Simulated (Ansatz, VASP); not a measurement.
# WC (Qusongite): VASP beside Ansatz, part 2 of 2

Wanted: the spread between two codes on one cell, functional and k mesh. The cell is taken from a series of runs on this material, whose earlier steps may have relaxed, scaled, displaced or heated it; both programs get it as it stands.

VASP 6.6.1 and Ansatz 0.2.0.

So far: The structure; VASP: zone-centre phonons, PBEsol.

## 3. Ansatz: zone-centre phonons, PBEsol

Level of this step: Ansatz beside VASP: Kohn-Sham DFT, plane waves, PBEsol (Ansatz).

Ansatz runs on its PAW soft_1 files.

The same cell, functional, mesh and smearing now go to Ansatz, which takes its cutoff from its data sets.

File input.yaml:

```yaml
crystal:
  lattice:
    - [2.8116377839, 0.0, 0.0]
    - [-1.4058188919, 2.4349497471, 0.0]
    - [0.0, 0.0, 2.8622449387]
  atoms:
    - { symbol: C, position: [0.6666666667, 0.3333333333, 0.5] }
    - { symbol: W, position: [0.0, 0.0, 0.0] }
kpoints:
  mp_grid: { grid: [18, 18, 16] }
hamiltonian:
  xc: pbesol
  pseudopotentials: { kind: paw, azcp: { folder: soft_1 }, xc_functional: pbe }
scf:
  occupations: { method: methfessel_paxton, width: 0.2 }
output:
  eigenvalues: true
phonons:
  method: dfpt
```

On the command line:

```sh
> ansatz run input.yaml --threads 4 --pin off --max-ram 10240MiB --backend cpu --events-out ev --progress --plain --runs-dir out
```

Numbers of over 12 decimals in the logs are rounded to 6 here.

The log of the run:

```text
zone centre: on kpoints.mp_grid the ground state, and the responses unless they are solved on pairs of k-points, stand on 819 of the mesh's 5184 k-points, reduced under 4 symmetry operations, with k and −k counted as one. Each operation leaves every solved displacement unchanged or reverses it
Engine: ansatz 0.2.0, x86_64-unknown-linux-gnu
Pseudopotentials: kind: paw
Pseudopotential: C, paw, valence charge 4, recommended cutoff 420 eV (normal), soft_1/C.paw.azcp
Pseudopotential: W, paw, valence charge 14, recommended cutoff 420 eV (normal), soft_1/W.paw.azcp
Functional definition: PBEsol
  exchange = pbesol_x
  correlation = pbesol_c
Crystal: 2 atoms, lattice volume = 19.595 Å³
Basis set: ecut = 420 eV, 393 PW (Γ), exchange–correlation on 40×40×40 points (8 copies of the dense FFT grid, shifted against one another)
Bands: 13, of which v1, the nominal top of the filled ones, is band 9 counted from 1 (8 counted from 0)
Symmetry: 12 space group operations
k-points: 819 of 5184 (irreducible under 4 space group operations, time reversal used)
Non-local potential: C, projectors of the file, l = 0: 2, l = 1: 2, l = 2: 1
Non-local potential: W, projectors of the file, l = 0: 3, l = 1: 2, l = 2: 2, l = 3: 1
PAW form: soft (Blöchl's): semilocal exchange-correlation on the pseudo side does not see the compensation charge
PAW frozen core: C, regenerated for the run's functional, and the local potential with it (the file was generated under x = pbe(κ = 0.804, μ = 0.219515), c = pbe(β = 0.066725))
PAW frozen core: W, regenerated for the run's functional, and the local potential with it (the file was generated under x = pbe(κ = 0.804, μ = 0.219515), c = pbe(β = 0.066725))
PAW one-centre angular grid: C, 110 points (default); XC on 64 Gauss nodes
PAW one-centre angular grid: W, 590 points (default); XC on 64 Gauss nodes
Initial density: superposition of atomic densities (chi_scale 0.1, normalization cell, long waves kept (reshape's long-wave potential 0.00 eV rms))
Initial wavefunctions: pseudopotential atomic-orbital guess
Functional: x = pbesol(κ = 0.804, μ = 0.123457), c = pbesol(β = 0.046)
SCF iter   1: F=—  HF=-10505.797409 eV  |F-HF|=—  |Δ(HF+E_count)|=         —  Δρ=1.33e-1  dr2=4.52e0  ethr=3.10e-3  ⟨swp⟩=5.0  Hψ=53344  notcnv=0
preconditioner: auto → none  [metal: Δε(μ)=0.030 eV  Ē_g=11.256 eV  σ=0.200 eV  W_gap=0.13  n_scr=8 (ndim 8)  ℏωp=26.5 eV  f_vac=0.000  D(μ)=0.15/eV (n_scr^D=0)  sad-step TF]
SCF iter   2: F=—  HF=-10505.236786 eV  |F-HF|=—  |Δ(HF+E_count)|=   5.61e-1  S|Δr|=    0.00e0  Δρ=9.43e-2  dr2=2.34e0  ethr=3.10e-3  ⟨swp⟩=2.0  Hψ=20367  notcnv=0
SCF iter   3: F=—  HF=-10504.633656 eV  |F-HF|=—  |Δ(HF+E_count)|=   6.03e-1  S|Δr|=    0.00e0  Δρ=8.10e-3  dr2=1.28e-2  ethr=3.10e-3  ⟨swp⟩=2.3  Hψ=18329  notcnv=0
SCF iter   4: F=—  HF=-10504.632777 eV  |F-HF|=—  |Δ(HF+E_count)|=   8.79e-4  S|Δr|=    0.00e0  Δρ=1.09e-3  dr2=1.06e-4  ethr=7.09e-5  ⟨swp⟩=1.1  Hψ=17136  notcnv=0
SCF iter   5: F=—  HF=-10504.632850 eV  |F-HF|=—  |Δ(HF+E_count)|=   7.24e-5  S|Δr|=    0.00e0  Δρ=1.74e-4  dr2=3.32e-6  ethr=5.89e-7  ⟨swp⟩=2.4  Hψ=16911  notcnv=0
SCF iter   6: F=—  HF=-10504.632850 eV  |F-HF|=—  |Δ(HF+E_count)|=   1.68e-7  S|Δr|=    0.00e0  Δρ=3.30e-5  dr2=1.07e-7  ethr=1.85e-8  ⟨swp⟩=2.5  Hψ=17507  notcnv=0
SCF iter   7: F=—  HF=-10504.632850 eV  |F-HF|=—  |Δ(HF+E_count)|=   1.51e-7  S|Δr|=    0.00e0  Δρ=5.07e-6  dr2=2.06e-9  ethr=5.95e-10  ⟨swp⟩=2.9  Hψ=17261  notcnv=0
SCF iter   8: F=—  HF=-10504.632850 eV  |F-HF|=—  |Δ(HF+E_count)|=  1.27e-11  S|Δr|=    0.00e0  Δρ=5.17e-7  dr2=2.38e-11  ethr=1.14e-11  ⟨swp⟩=2.5  Hψ=16228  notcnv=0
SCF iter   9: F=-10504.632850 eV  HF=-10504.632850 eV  |F-HF|=0.00e0  |Δ(HF+E_count)|=  3.64e-12  S|Δr|=    0.00e0  Δρ=3.71e-8  dr2=2.82e-13  ethr=1.00e-12  ⟨swp⟩=5.1  Hψ=40302  notcnv=0
SCF 1 converged in 9 iterations: F = -10504.632850 eV  dr2 = 2.82e-13
  greatest PAW one-centre occupation: 0.999 electrons in one spin orbital (limit 2), on the W atom at site 1 (counted from 0), in its partial waves of l = 0
DFPT response loops at Γ: preconditioner auto → Kerker (q_TF=auto, 2.690 Å⁻¹) (partly filled bands, converged f_vac=0.000); β = 1.00, the filter's whole step (`scf.mixing.beta` (0.50) is not read by the response loops under this deck's `scf.mixing.preconditioner`; to damp them name `kerker` or `kerker_dos`, under which they read `scf.mixing.beta`, and type it under 1.00, their step now; both keys bind the ground state too); Broyden in place of MSR1
SCF converged after 9 iterations
Stability not checked: this state was not tested for a lower state beside it, because cold or Methfessel-Paxton smearing, or corrected tetrahedra, fill the levels in a way that the test cannot read (fill_not_monotonic; see scf.lower_state_search)
Free energy (F): -10504.632850 eV
Harris-Foulkes:  -10504.632850 eV  (|F-HF|=0.00e0)
Internal energy: -10504.633707 eV  (E = F + TS)
E sigma→0 (E₀):  -10504.633064 eV
Entropy (-TS):   0.000858 eV (0.429 meV/atom)
Fermi energy:    21.672786 eV
Step filling:    the computed levels leave a gap of 0.0735 eV = 0.4 smearing widths at the electron count; against every level under it full and every level over it empty, smearing changes F+E_penalty+E_count by +0.469 meV and its σ→0 estimate by +0.254 meV
--- Per-component energies (eV) ---
  E_band       = -39.651522
  E_kinetic    = 514.206888
  E_local      = -560.227356  (includes V_loc(G=0)·N_el)
  E_nonlocal   = 0.123278
  E_hartree    = 235.562997
  E_xc         = -315.430047
  E_vxc        = -292.580588  (∫ρ·V_xc dr)
  E_paw        = -8547.399073  (= ΣΔE_a)
  E_vpaw       = -172.299903  (= ΣTr[D̂ρ^β])
  E_aug_tail   = 0.000158  (compensation charges beyond the density's cutoff)
  E_ewald      = -1831.713511
  E_core_change = 0.242958  (= ΣΔE_core)
  E_smearing   = 0.000858  (= −TS)
  E_closure    = 0.000000  (closes the sum)
  Σ components = -10504.632850   (vs F -10504.632850, Δ=0.00e0)
--- Band table (eV; the first three rows and the last of 819) ---
  k-point 0: bands = [... 5 lower, 16.9226, 18.4023, 18.4023, 21.3903, 25.1084, 25.1084, 27.4524, 27.4524]
  k-point 1: bands = [... 5 lower, 16.8631, 18.4456, 18.4456, 21.3978, 24.7619, 24.7619, 27.6681, 27.6681]
  k-point 2: bands = [... 5 lower, 16.6495, 18.5725, 18.5725, 21.4838, 24.0299, 24.0299, 27.9849, 27.9849]
  k-point 818: bands = [... 5 lower, 15.0334, 15.7557, 19.6182, 20.2383, 26.7345, 27.7423, 28.4036, 31.6926]
--- Phonons (Γ-DFPT): 4 representative perturbations + reference, on 819 of 5184 k-points (Σ response iterations 12) ---
  k mesh reduced under 4 symmetry operations, with k and −k counted as one. Each operation leaves every solved displacement unchanged or reverses it
  ASR residual: 2.054e-5 → 0.000e0 eV/Å²; symmetrization residual: 1.652e-6 eV/Å²
  ASR residual per site (eV/Å²): 2.05e-5 1.20e-5
  Γ frequencies (cm⁻¹): 0.00 0.00 0.00 620.17 655.16 655.16
  non-analytic LO–TO correction: not included (Born effective charges unavailable; polar crystals: no LO–TO splitting at Γ)
```

## 4. Differences

Known differences besides the potentials themselves: the data sets hold 18 valence electrons in Ansatz (on its PAW soft_1 files) and 10 in VASP; the cutoff is 420 eV in Ansatz and 600 eV in VASP; Ansatz makes its cores anew for this functional, VASP keeps those of its PBE data sets. Total energies have different zeros and are not compared.

Both answers:

```
                  quantity  Ansatz   VASP  difference
     optical mode 1 (cm⁻¹)   620.2  631.9     -1.86 %
optical mode 2 to 3 (cm⁻¹)   655.2  662.8     -1.16 %
```

Modes are paired by rising frequency, not by their patterns, so a pair may set unlike modes beside each other; they are those without the splitting of longitudinal modes.

## 5. Outcome

```yaml
r_m_s_difference_of_the_optical_zone_centre_modes_each_program_s_sorted_by_frequency_zone_centre_phonons_pbesol: 9.2 cm⁻¹
difference_in_optical_mode_1_zone_centre_phonons_pbesol: -1.9 %
```

What this shows: The r.m.s. difference of the optical zone-centre modes, each program's sorted by frequency is 9.2 cm⁻¹ (zone-centre phonons, PBEsol). The data sets hold unlike numbers of valence electrons (18 in Ansatz and 10 in VASP), so part of the differences comes from the potentials. Among the rows given in per cent, the largest difference of the zone-centre phonons, PBEsol pair is in optical mode 1, -1.9 %. Such differences can come from data sets, numerical settings and the points named under the comparisons, not from the functional's error against experiment.

[Lines on the potential files, build, host, timing and source positions are cut from VASP's logs without a mark.]

[Logs are printed without paths, hosts, clocks, repeated set-up lines and the standing remarks that a program may print on its own settings, such as how far it seeks lower states.]

[Hosts, paths, dates, database ids (printed as entryN), source tags and the programs' standing remarks are cut or masked in the printed files.]
